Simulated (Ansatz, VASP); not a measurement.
**Ge (amorphous Ge) in two plane-wave programs**

Wanted: the spread between two codes on one cell, functional and k mesh. Of the first pair: The structure shown is the end of the Ansatz relaxation below.

Method: plane waves, with VASP 6.6.1 beside it; PBEsol, in Ansatz 0.2.0.

### 1. The structure

The cell holds 61 atoms: 61 Ge. Cell: a = 11.646 Å, b = 11.127 Å, c = 11.198 Å, α = 88.0°, β = 92.3°, γ = 92.4°. As first built, before any earlier steps moved the atoms or strained the cell (in the runner's words): 61 atoms (61 Ge) placed at random at 5.08 g/cm^3, melted at 3500 K for 10 ps at fixed volume with the Tersoff potential (Tersoff, Phys. Rev. B 39, 5566 (1989)). Quenched from 3500 K to 100 K at 5 K/ps and fixed volume, held 5 ps, then minimised at fixed cell.

### 2. Ansatz: relaxation, PBEsol

Ansatz runs on its PAW soft_1 files.

This run makes the geometry at which the two programs are then compared.

Contents of input.yaml:

```yaml
crystal:
  lattice:
    - [11.64148, -0.23354, -0.23041]
    - [-0.23588, 11.12276, 0.19442]
    - [-0.23271, 0.19442, 11.19428]
  atoms:
    - { symbol: Ge, position: [0.14293, 0.00321, 0.37778] }
    - { symbol: Ge, position: [0.50832, 0.25864, 0.78924] }
    - { symbol: Ge, position: [0.37745, 0.9292, 0.6883] }
    - { symbol: Ge, position: [0.52834, 0.63028, 0.79124] }
    - { symbol: Ge, position: [0.32956, 0.89909, 0.18997] }
    - { symbol: Ge, position: [0.87669, 0.90464, 0.63696] }
    - { symbol: Ge, position: [0.29993, 0.44534, 0.61444] }
    - { symbol: Ge, position: [0.33062, 0.12932, 0.75031] }
    - { symbol: Ge, position: [0.43058, 0.54286, 0.4702] }
    - { symbol: Ge, position: [0.75793, 0.57465, 0.54922] }
    - { symbol: Ge, position: [0.93706, 0.01586, 0.29623] }
    - { symbol: Ge, position: [0.09126, 0.75941, 0.92802] }
    - { symbol: Ge, position: [0.22439, 0.22089, 0.36914] }
    - { symbol: Ge, position: [0.66114, 0.75747, 0.18322] }
    - { symbol: Ge, position: [0.68561, 0.19526, 0.68714] }
    - { symbol: Ge, position: [0.18288, 0.89666, 0.5952] }
    - { symbol: Ge, position: [0.87145, 0.28926, 0.76425] }
    - { symbol: Ge, position: [0.84474, 0.5108, 0.74939] }
    - { symbol: Ge, position: [0.8975, 0.07971, 0.49883] }
    - { symbol: Ge, position: [0.66276, 0.42789, 0.0534] }
    - { symbol: Ge, position: [0.28523, 0.58525, 0.30936] }
    - { symbol: Ge, position: [0.4576, 0.81645, 0.86814] }
    - { symbol: Ge, position: [0.2456, 0.05404, 0.05741] }
    - { symbol: Ge, position: [0.13419, 0.10338, 0.86286] }
    - { symbol: Ge, position: [0.3796, 0.22381, 0.09624] }
    - { symbol: Ge, position: [0.10599, 0.72285, 0.49441] }
    - { symbol: Ge, position: [0.9879, 0.41085, 0.48831] }
    - { symbol: Ge, position: [0.55684, 0.05914, 0.39136] }
    - { symbol: Ge, position: [0.55358, 0.94421, 0.20674] }
    - { symbol: Ge, position: [0.22196, 0.23799, 0.58784] }
    - { symbol: Ge, position: [0.82577, 0.37212, 0.19132] }
    - { symbol: Ge, position: [0.11887, 0.54313, 0.6188] }
    - { symbol: Ge, position: [0.54919, 0.41587, 0.35472] }
    - { symbol: Ge, position: [0.05572, 0.9207, 0.76644] }
    - { symbol: Ge, position: [0.98013, 0.71995, 0.12304] }
    - { symbol: Ge, position: [0.77932, 0.74749, 0.0002] }
    - { symbol: Ge, position: [0.69838, 0.97632, 0.70759] }
    - { symbol: Ge, position: [0.66925, 0.06461, 0.06019] }
    - { symbol: Ge, position: [0.01019, 0.2298, 0.61408] }
    - { symbol: Ge, position: [0.55905, 0.55723, 0.18058] }
    - { symbol: Ge, position: [0.30301, 0.7705, 0.01014] }
    - { symbol: Ge, position: [0.89354, 0.74098, 0.49562] }
    - { symbol: Ge, position: [0.42941, 0.22668, 0.3169] }
    - { symbol: Ge, position: [0.29985, 0.40454, 0.98846] }
    - { symbol: Ge, position: [0.00532, 0.49185, 0.15167] }
    - { symbol: Ge, position: [0.76666, 0.40022, 0.40276] }
    - { symbol: Ge, position: [0.54285, 0.90969, 0.56344] }
    - { symbol: Ge, position: [0.08763, 0.41598, 0.97331] }
    - { symbol: Ge, position: [0.16182, 0.76485, 0.28158] }
    - { symbol: Ge, position: [0.04278, 0.57145, 0.81512] }
    - { symbol: Ge, position: [0.56173, 0.24021, 0.99848] }
    - { symbol: Ge, position: [0.56975, 0.6832, 0.57705] }
    - { symbol: Ge, position: [0.85167, 0.80785, 0.2854] }
    - { symbol: Ge, position: [0.12793, 0.42221, 0.32705] }
    - { symbol: Ge, position: [0.6584, 0.90897, 0.90979] }
    - { symbol: Ge, position: [0.35917, 0.57938, 0.10866] }
    - { symbol: Ge, position: [0.97969, 0.22346, 0.95152] }
    - { symbol: Ge, position: [0.70855, 0.57069, 0.89227] }
    - { symbol: Ge, position: [0.86204, 0.15745, 0.13281] }
    - { symbol: Ge, position: [0.40534, 0.44749, 0.80238] }
    - { symbol: Ge, position: [0.71703, 0.19276, 0.47218] }
kpoints:
  mp_grid: { grid: [1, 1, 1] }
hamiltonian:
  xc: pbesol
  pseudopotentials: { kind: paw, azcp: { folder: soft_1 }, xc_functional: pbe }
scf:
  occupations: { method: gaussian, width: 0.025 }
output:
  forces: true
  eigenvalues: true
  stress: true
relax:
  f_tol: 0.05
  max_steps: 70
```

Started as:

```sh
> ansatz run input.yaml --threads 4 --pin off --max-ram 8192MiB --backend cpu --events-out ev --progress --plain --runs-dir out
```

Numbers of over 12 decimals in the logs are rounded to 6 here.

The log of the run:

```text
Warning: output.stress: scf.convergence.dr2_threshold = 1e-7 eV (the SCF's general default) is looser than the 6.1e-9 eV advised for a printed stress (1e-10 eV for each atom of the cell: 61). What an SCF threshold leaves in a stress goes as its square root, and in the free energy as the threshold itself, and one threshold admits the most on a small cell: [figures from the program's tests cut] Every solve of this run  [...]
Engine: ansatz 0.2.0, aarch64-unknown-linux-gnu
Pseudopotentials: kind: paw
Pseudopotential: Ge, paw, valence charge 14, recommended cutoff 420 eV (normal), soft_1/Ge.paw.azcp
Functional definition: PBEsol
  exchange = pbesol_x
  correlation = pbesol_c
Crystal: 61 atoms, lattice volume = 1447.864 Å³
Basis set: ecut = 420 eV, 28329 PW (Γ), exchange–correlation on 160×150×150 points (8 copies of the dense FFT grid, shifted against one another)
Bands: 513, of which v1, the nominal top of the filled ones, is band 427 counted from 1 (426 counted from 0)
Symmetry: 1 space group operations
Space group: P1 (ITA 1), of the structure as read, at distance tolerance 1.1e-4 Å
k-points: 1
Non-local potential: Ge, projectors of the file, l = 0: 2, l = 1: 2, l = 2: 3, l = 3: 1
PAW form: soft (Blöchl's): semilocal exchange-correlation on the pseudo side does not see the compensation charge
PAW frozen core: Ge, regenerated for the run's functional, and the local potential with it (the file was generated under x = pbe(κ = 0.804, μ = 0.219515), c = pbe(β = 0.066725))
PAW one-centre angular grid: Ge, 590 points (default); XC on 64 Gauss nodes
Initial density: superposition of atomic densities (chi_scale 0.1, normalization cell)
Initial wavefunctions: pseudopotential atomic-orbital guess
Functional: x = pbesol(κ = 0.804, μ = 0.123457), c = pbesol(β = 0.046)
SCF iter   1: F=—  HF=-259454.163424 eV  |F-HF|=—  |Δ(HF+E_count)|=         —  Δρ=3.21e-2  dr2=1.64e1  ethr=3.10e-3  ⟨swp⟩=6.0  Hψ=1850  notcnv=0
preconditioner: auto → Resta (q_TF=auto, 2.499 Å⁻¹)  ε∞=2.7  [insulator: Δε(μ)=0.470 eV  Ē_g=21.994 eV  σ=0.025 eV  W_gap=1.00  n_scr=390 (ndim 8)  ℏωp=28.5 eV  f_vac=0.046  D(μ)=0.00/eV (n_scr^D=0)  ε∞_Penn≈2.7]
SCF iter   2: F=—  HF=-259452.123638 eV  |F-HF|=—  |Δ(HF+E_count)|=    2.04e0  Δρ=1.82e-2  dr2=5.25e0  ethr=1.92e-3  ⟨swp⟩=2.0  Hψ=597  notcnv=0  defer=79
SCF iter   3: F=—  HF=-259451.744017 eV  |F-HF|=—  |Δ(HF+E_count)|=   3.80e-1  Δρ=8.11e-3  dr2=4.03e0  ethr=6.15e-4  ⟨swp⟩=3.0  Hψ=533  notcnv=0  defer=79
SCF iter   4: F=—  HF=-259451.292486 eV  |F-HF|=—  |Δ(HF+E_count)|=   4.52e-1  Δρ=1.83e-3  dr2=3.99e-1  ethr=4.72e-4  ⟨swp⟩=2.0  Hψ=597  notcnv=0  defer=79
SCF iter   5: F=—  HF=-259451.255948 eV  |F-HF|=—  |Δ(HF+E_count)|=   3.65e-2  Δρ=9.43e-4  dr2=5.27e-2  ethr=4.67e-5  ⟨swp⟩=3.0  Hψ=520  notcnv=0  defer=79
SCF iter   6: F=—  HF=-259451.259228 eV  |F-HF|=—  |Δ(HF+E_count)|=   3.28e-3  Δρ=5.37e-4  dr2=1.53e-2  ethr=6.17e-6  ⟨swp⟩=2.0  Hψ=556  notcnv=0  defer=79
SCF iter   7: F=—  HF=-259451.261965 eV  |F-HF|=—  |Δ(HF+E_count)|=   2.74e-3  Δρ=2.38e-4  dr2=1.84e-3  ethr=1.79e-6  ⟨swp⟩=2.0  Hψ=510  notcnv=0  defer=79
SCF iter   8: F=—  HF=-259451.263176 eV  |F-HF|=—  |Δ(HF+E_count)|=   1.21e-3  Δρ=9.25e-5  dr2=5.08e-4  ethr=2.16e-7  ⟨swp⟩=2.0  Hψ=861  notcnv=0  defer=79
SCF iter   9: F=—  HF=-259451.263382 eV  |F-HF|=—  |Δ(HF+E_count)|=   2.06e-4  Δρ=4.17e-5  dr2=1.19e-4  ethr=5.94e-8  ⟨swp⟩=2.0  Hψ=525  notcnv=0  defer=79
SCF iter  10: F=-259451.263430 eV  HF=-259451.263414 eV  |F-HF|=1.65e-5  |Δ(HF+E_count)|=   3.15e-5  Δρ=2.16e-5  dr2=1.21e-5  ethr=7.32e-9  ⟨swp⟩=9.0  Hψ=2194  notcnv=0
SCF 1 converged in 10 iterations: F = -259451.263430 eV  dr2 = 1.21e-5
  greatest PAW one-centre occupation: 0.998 electrons in one spin orbital (limit 2), on the Ge atom at site 45 (counted from 0), in its partial waves of l = 2
relax step   1: F+E_penalty+E_count = -259451.26343014 eV  Δ(F+E_penalty+E_count) = +0.000e0 eV  max|allowed force component| = 1.122e-1 eV/Å  Δτ_max = 0.0000 Å  (10 SCF iters, dr2 threshold 6.25e-5 eV, accepted)
[...]
--- Relaxed structure (2 steps of the walk, 2 accepted, 0 SCFs on fresh bases) ---
  F+E_penalty+E_count = -259451.27781489 eV   max|allowed force component| = 2.594e-2 eV/Å
  atoms:
    - { symbol: Ge, position: [0.141306, 0.00308221, 0.377442] }
    - { symbol: Ge, position: [0.507863, 0.258092, 0.789101] }
    - { symbol: Ge, position: [0.377049, 0.928860, 0.687904] }
    - { symbol: Ge, position: [0.528919, 0.629627, 0.791305] }
    - { symbol: Ge, position: [0.330192, 0.899436, 0.190469] }
    - { symbol: Ge, position: [0.876721, 0.904808, 0.637262] }
    - { symbol: Ge, position: [0.299305, 0.445802, 0.614764] }
    - { symbol: Ge, position: [0.330339, 0.129236, 0.750266] }
    - { symbol: Ge, position: [0.429679, 0.542484, 0.470146] }
    - { symbol: Ge, position: [0.758484, 0.575046, 0.549299] }
    - { symbol: Ge, position: [0.936427, 0.016656, 0.296129] }
    - { symbol: Ge, position: [0.092064, 0.759411, 0.927624] }
    - { symbol: Ge, position: [0.224756, 0.220336, 0.369479] }
    - { symbol: Ge, position: [0.662029, 0.757484, 0.183206] }
    - { symbol: Ge, position: [0.685881, 0.195472, 0.687928] }
    - { symbol: Ge, position: [0.182952, 0.896496, 0.594955] }
    - { symbol: Ge, position: [0.871859, 0.288351, 0.763973] }
    - { symbol: Ge, position: [0.844790, 0.510251, 0.749938] }
    - { symbol: Ge, position: [0.896638, 0.080115, 0.498803] }
    - { symbol: Ge, position: [0.662159, 0.428257, 0.053710] }
    - { symbol: Ge, position: [0.284724, 0.585222, 0.309429] }
    - { symbol: Ge, position: [0.458200, 0.816346, 0.867773] }
    - { symbol: Ge, position: [0.247119, 0.053886, 0.056403] }
    - { symbol: Ge, position: [0.134191, 0.103473, 0.862695] }
[...]
- { symbol: Ge, position: [0.128180, 0.421835, 0.327364] }
    - { symbol: Ge, position: [0.658360, 0.908799, 0.909910] }
    - { symbol: Ge, position: [0.359708, 0.579930, 0.109013] }
    - { symbol: Ge, position: [0.980120, 0.223572, 0.951407] }
    - { symbol: Ge, position: [0.708500, 0.570705, 0.892178] }
    - { symbol: Ge, position: [0.861300, 0.158197, 0.132188] }
    - { symbol: Ge, position: [0.405346, 0.447312, 0.802234] }
    - { symbol: Ge, position: [0.716727, 0.192990, 0.472494] }
```

### 3. VASP: single point, PBEsol, relaxed atoms in a fixed cell, pair 1

The same cell, functional, mesh and smearing now go to VASP, with its own data sets.

Lines of VASP's logs that name or quote its potential files are left out, and so is its time.

Contents of INCAR:

```
SYSTEM = Ge
PREC = Accurate
ENCUT = 500
EDIFF = 1E-06
NELM = 120
ISMEAR = 0
SIGMA = 0.025
LREAL = Auto
ALGO = Normal
GGA = PS
NBANDS = 496
LORBIT = 11
LWAVE = .FALSE.
LCHARG = .FALSE.
ISIF = 2
LASPH = .TRUE.
GGA_COMPAT = .FALSE.
EFERMI = MIDGAP
NCORE = 2
```

Contents of POSCAR:

```
Ge
1.0
   11.6414800000     -0.2335400000     -0.2304100000
   -0.2358800000     11.1227600000      0.1944200000
   -0.2327100000      0.1944200000     11.1942800000
Ge
61
Direct
    0.1413100000      0.0030800000      0.3774400000
    0.5078600000      0.2580900000      0.7891000000
    0.3770500000      0.9288600000      0.6879000000
    0.5289200000      0.6296300000      0.7913000000
    0.3301900000      0.8994400000      0.1904700000
    0.8767200000      0.9048100000      0.6372600000
    0.2993000000      0.4458000000      0.6147600000
    0.3303400000      0.1292400000      0.7502700000
    0.4296800000      0.5424800000      0.4701500000
    0.7584800000      0.5750500000      0.5493000000
    0.9364300000      0.0166600000      0.2961300000
    0.0920600000      0.7594100000      0.9276200000
    0.2247600000      0.2203400000      0.3694800000
    0.6620300000      0.7574800000      0.1832100000
    0.6858800000      0.1954700000      0.6879300000
    0.1829500000      0.8965000000      0.5949500000
    0.8718600000      0.2883500000      0.7639700000
    0.8447900000      0.5102500000      0.7499400000
    0.8966400000      0.0801100000      0.4988000000
    0.6621600000      0.4282600000      0.0537100000
    0.2847200000      0.5852200000      0.3094300000
    0.4582000000      0.8163500000      0.8677700000
    0.2471200000      0.0538900000      0.0564000000
    0.1341900000      0.1034700000      0.8627000000
    0.3802100000      0.2242000000      0.0960600000
    0.1054300000      0.7224300000      0.4945500000
    0.9880200000      0.4102100000      0.4878700000
    0.5569700000      0.0593200000      0.3914200000
    0.5542000000      0.9440400000      0.2063900000
    0.2211900000      0.2382300000      0.5884400000
    0.8256200000      0.3734900000      0.1908200000
    0.1183700000      0.5421700000      0.6186900000
    0.5487300000      0.4156900000      0.3551200000
    0.0559300000      0.9207600000      0.7658000000
    0.9806700000      0.7199700000      0.1230100000
    0.7796500000      0.7476400000      0.0002000000
    0.6985700000      0.9759800000      0.7073500000
    0.6692100000      0.0652000000      0.0601200000
    0.0104100000      0.2291600000      0.6140500000
    0.5585800000      0.5576200000      0.1808600000
    0.3035700000      0.7711100000      0.0094800000
    0.8942500000      0.7407000000      0.4959700000
    0.4288800000      0.2265500000      0.3174100000
    0.2996700000      0.4050400000      0.9883600000
    0.0055800000      0.4914800000      0.1521100000
    0.7660700000      0.4006300000      0.4028700000
    0.5428600000      0.9095500000      0.5640500000
    0.0881000000      0.4159100000      0.9735200000
    0.1620100000      0.7654700000      0.2819700000
    0.0419600000      0.5711100000      0.8149000000
    0.5613500000      0.2404900000      0.9986900000
    0.5696500000      0.6823300000      0.5765800000
    0.8520700000      0.8079900000      0.2852600000
    0.1281800000      0.4218300000      0.3273600000
    0.6583600000      0.9088000000      0.9099100000
    0.3597100000      0.5799300000      0.1090100000
    0.9801200000      0.2235700000      0.9514100000
    0.7085000000      0.5707000000      0.8921800000
    0.8613000000      0.1582000000      0.1321900000
    0.4053500000      0.4473100000      0.8022300000
    0.7167300000      0.1929900000      0.4724900000
```

Contents of KPOINTS:

```
Automatic mesh
0
Gamma
1 1 1
0 0 0
```

The projector-augmented-wave data sets are Ge_d (PBE family, release 64).

Started as:

```sh
> mpirun -np 8 vasp_gam
```

The log of the run:

```text
[banner, memory and clock lines left out]
running    8 mpi-ranks, on    1 nodes
[...]
|                                                                             |
|               ----> ADVICE to this user running VASP <----                  |
|                                                                             |
|     You enforced a specific xc type in the INCAR file but a different       |
|     [... a line on the potential file left out ...]
|     I HOPE YOU KNOW WHAT YOU ARE DOING!                                     |
|                                                                             |

 LDA part: xc-table for (Slater+PW92), standard interpolation
 POSCAR, INCAR and KPOINTS ok, starting setup
[...]
entering main loop
       N       E                     dE             d eps       ncg     rms          rms(c)
DAV:   1     0.179666942830E+05    0.17967E+05   -0.33751E+05  1024   0.531E+03
DAV:   2     0.432655645378E+04   -0.13640E+05   -0.13110E+05   992   0.121E+03
DAV:   3     0.627680348836E+03   -0.36989E+04   -0.35649E+04   992   0.329E+02
DAV:   4    -0.199760740863E+03   -0.82744E+03   -0.75790E+03  1112   0.144E+02
[...]
DAV:  16    -0.288712782282E+03   -0.41119E-04   -0.38558E-04  1224   0.740E-02    0.641E-03
DAV:  17    -0.288712788228E+03   -0.59464E-05   -0.68881E-05   992   0.557E-02    0.329E-03
DAV:  18    -0.288712788718E+03   -0.48944E-06   -0.84150E-06   976   0.251E-02
   1 F= -.28871279E+03 E0= -.28871279E+03  d E =-.365325E-26
```

From OUTCAR (step 3):

```text
  Total       -9.6179476     -4.8604391     -4.7560161     -0.0098380     -0.3496465     -0.3112481
  in kB      -10.6430303     -5.3784656     -5.2629132     -0.0108866     -0.3869119     -0.3444209
  external PRESSURE =      -7.0948030 kB  Pullay stress =       0.0000000 kB

 POSITION                                       TOTAL-FORCE (eV/Angst)
 -----------------------------------------------------------------------------------
      1.55650      0.07464      4.19321        -0.000463      0.007069     -0.003856
      5.66773      2.90548      8.76657        -0.000412     -0.005910      0.002690
      4.01024     10.37717      7.79426         0.006240      0.001902     -0.014555
      5.82475      7.03354      8.85858         0.012609     -0.011281      0.001928
      3.58742      9.96417      2.23096        -0.008707      0.023783      0.018460
      9.84459      9.98313      7.10757        -0.004552      0.006289      0.014629
      3.23608      5.00815      6.89951         0.001956      0.029106      0.019001
      3.64057      1.50623      8.34775         0.000613      0.002730     -0.004866
      4.76474      6.02493      5.26946        -0.008211     -0.005548      0.002474
      8.56636      6.32580      6.08606        -0.002031      0.002820     -0.022579
     10.82859      0.02418      3.10244         0.003188      0.001295      0.005145
      0.67672      8.60558     10.51047        -0.003666     -0.000292      0.000649
      2.47858      2.47013      4.12711         0.015062     -0.011235     -0.002500
      7.48570      8.30628      2.04563         0.010283      0.010704      0.003399
[...]
-----------------------------------------------------------------------------------
    total drift:                                0.002440     -0.005179     -0.009757

  FREE ENERGIE OF THE ION-ELECTRON SYSTEM (eV)
  ---------------------------------------------------
  free  energy   TOTEN  =      -288.7127887177 eV

  energy  without entropy=     -288.7127887177  energy(sigma->0) =     -288.71278872

[... 3 further parts left out ...]
[key lines of the parts left out:]
E-fermi :   4.0778
```

The run ends at a pressure of -0.71 GPa, with forces up to 0.035 eV/Å.

### 4. Side by side

Known differences besides the potentials themselves: the cutoff is 420 eV in Ansatz and 500 eV in VASP (PREC = Accurate, projectors in real space); Ansatz makes its cores anew for this functional, VASP keeps those of its PBE data sets. Total energies have different zeros and are not compared.

The two programs side by side:

| quantity | Ansatz | VASP | difference |
| --- | --- | --- | --- |
| pressure (GPa) | -0.56 | -0.71 | +0.14 |
| gap on the k mesh (eV) | 0.379 | 0.379 | 0.000 |

The largest component of a force difference here is 8 meV/Å. A gap on the mesh is an upper bound, since the band edges may lie between its points.

### 5. Ansatz: relaxation, PBEsol

This run makes the geometry at which the two programs are then compared. The cell compared in this pair holds 1390.52 Å³, against 1447.86 Å³ for the pair before.

The structure compared here is the end of the Ansatz relaxation.

Edit input.yaml of step 2 so:

```diff
@@ -2,5 +2,5 @@
   lattice:
-    - [11.64148, -0.23354, -0.23041]
-    - [-0.23588, 11.12276, 0.19442]
-    - [-0.23271, 0.19442, 11.19428]
+    - [11.40979, -0.23118, -0.22808]
+    - [-0.23118, 11.0104, 0.19246]
+    - [-0.22808, 0.19246, 11.0812]
   atoms:
```

Started as:

```sh
> ansatz run input.yaml --threads 4 --pin off --max-ram 8192MiB --backend cpu --events-out ev --progress --plain --runs-dir out
```

The log of the run:

```text
[...]
Crystal: 61 atoms, lattice volume = 1390.523 Å³
Basis set: ecut = 420 eV, 27139 PW (Γ), exchange–correlation on 160×150×150 points (8 copies of the dense FFT grid, shifted against one another)
Bands: 513, of which v1, the nominal top of the filled ones, is band 427 counted from 1 (426 counted from 0)
Symmetry: 1 space group operations
[...]
k-points: 1
[...]
- { symbol: Ge, position: [0.376839, 0.928281, 0.688437] }
    - { symbol: Ge, position: [0.528208, 0.632415, 0.791442] }
    - { symbol: Ge, position: [0.330576, 0.899397, 0.193405] }
    - { symbol: Ge, position: [0.875010, 0.902641, 0.637525] }
    - { symbol: Ge, position: [0.301034, 0.444316, 0.614198] }
    - { symbol: Ge, position: [0.331815, 0.129155, 0.751243] }
[...]
- { symbol: Ge, position: [0.708913, 0.571344, 0.891898] }
    - { symbol: Ge, position: [0.863922, 0.157621, 0.134194] }
    - { symbol: Ge, position: [0.405535, 0.448575, 0.803144] }
    - { symbol: Ge, position: [0.718144, 0.193134, 0.469693] }
```

(Continued in part 2 of 2.)

[Lines on the potential files, build, host, timing and source positions are cut from VASP's logs without a mark.]

[Logs are printed without paths, hosts, clocks, repeated set-up lines and the standing remarks that a program may print on its own settings, such as how far it seeks lower states.]

[Hosts, paths, dates, database ids (printed as entryN), source tags and the programs' standing remarks are cut or masked in the printed files.]
